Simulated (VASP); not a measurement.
Consider the following.

```yaml
crystal:
  lattice:
    - [1.83669, 1.06041, 5.39060]
    - [-1.83669, 1.06041, 5.39060]
    - [0.00000, -2.12083, 5.39060]
  atoms:
    - { symbol: Ge, position: [0.00163, 0.00163, 0.00163] }
    - { symbol: Se, position: [0.76699, 0.76699, 0.76699] }
    - { symbol: Se, position: [0.56468, 0.56468, 0.56468] }
```

These are PBEsol GGA, VASP's PBE PAW potentials (set 64) (plane waves; VASP 6.6.1) values and carry that method's errors. Numerical set-up: 400 eV cut-off, Gaussian smearing of 0.050 eV, potentials Ge_d Se.

Without a dispersion term in the relaxation, distances and binding between the weakly bound layers, chains or molecules are unreliable, and so is what depends on them.

**Question.** Give the energies of bands 8 to 16 at the high-symmetry points, in eV from the Fermi level.

**Answer.** 
```
band      Γ      T     H2      L     S0      F
----  -----  -----  -----  -----  -----  -----
8     -8.65  -6.36  -8.78  -8.89  -8.77  -8.72
9     -1.19  -3.53  -5.77  -5.91  -5.61  -6.11
10    -1.19  -1.92  -4.81  -3.74  -5.37  -3.61
11    -1.06  -1.92  -4.43  -2.70  -3.61  -3.58
12    -1.04   0.08  -2.45  -2.59  -3.32  -2.41
13    -1.04   0.08  -1.46  -2.31  -0.84  -0.33
14    -0.58   1.43   0.80   0.32   0.26   0.59
15     3.25   2.85   2.30   1.50   2.91   2.81
16     3.25   2.85   5.39   4.39   4.89   3.09
```

It has no gap at this level: it comes out as a metal or semimetal.

The structure was generated: GeSe2 was put into the 3R-MoS2 type (R3m), which need not be its known phase. It was relaxed first, which changed the volume by +18 %.
